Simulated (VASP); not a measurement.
Consider the following.

```yaml
crystal:
  lattice:
    - [0.00000, 2.41955, 2.41955]
    - [2.41955, 0.00000, 2.41955]
    - [2.41955, 2.41955, 0.00000]
  atoms:
    - { symbol: Ca, position: [0.00000, 0.00000, 0.00000] }
    - { symbol: O, position: [0.50000, 0.50000, 0.50000] }
```

Level of theory: PBE GGA, VASP's PBE PAW potentials (set 64) (plane waves; VASP). Run with 600 eV cut-off, 10×10×10 Γ-centred mesh, Gaussian smearing of 0.050 eV, potentials Ca_sv O.

Each relaxation starts from this cell; other phases were not tried.

### Question
The cell is relaxed at 10 GPa. What happens?

### Answer
The volume per atom goes from 14.16 to 13.07 Å³ (-7.7 %), and the cell becomes a = b = c = 4.7112 Å, α = β = γ = 90.00°, space group Fm-3m. The gap on the mesh goes from 3.64 to 3.61 eV.

### Question
The cell is relaxed at 20 GPa. What happens?

### Answer
The volume per atom goes from 14.16 to 12.31 Å³ (-13.1 %), and the cell becomes a = b = c = 4.6178 Å, α = β = γ = 90.00°, space group Fm-3m. The gap on the mesh goes from 3.64 to 3.56 eV.

Failed runs are left out, and for metals the shear rows, which the mesh's noise covers.

The compound is CaO in the rock salt structure.
